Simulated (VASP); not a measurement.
## CuI (relaxed from the CsCl structure, space group Pm-3m): computed properties

All values below come from r2SCAN meta-GGA, VASP's PBE PAW potentials (set 64) (plane waves; VASP 6.6.1).

```json
{
 "space_group": "Pm-3m (221)",
 "cell": "a = b = c = 3.659 Å, α = β = γ = 90.00°",
 "volume_per_atom": "24.49 Å^3/atom",
 "band gap (over mesh and band path)": "none (metal, semimetal or under 0.01 eV)",
 "density": "6.46 g/cm³"
}
```

```cif
data_CuI
_chemical_formula_sum 'Cu1 I1'
_space_group_name_H-M_alt 'P 1'
_space_group_IT_number 1
_cell_length_a 3.65901
_cell_length_b 3.65901
_cell_length_c 3.65901
_cell_angle_alpha 90.000
_cell_angle_beta 90.000
_cell_angle_gamma 90.000
loop_
_space_group_symop_operation_xyz
  'x, y, z'
loop_
_atom_site_label
_atom_site_type_symbol
_atom_site_fract_x
_atom_site_fract_y
_atom_site_fract_z
_atom_site_occupancy
Cu1 Cu 0.00000 0.00000 0.00000 1
I1 I 0.50000 0.50000 0.50000 1
```

Unless said otherwise, spin-orbit coupling is left out, though it shifts the bands of the heavy elements here.

The structure was generated: CuI was put into the CsCl type (Pm-3m), which need not be its known phase. It was relaxed first, which changed the volume by +27 %. Symmetry was kept, so distortions that lower it aren't found.
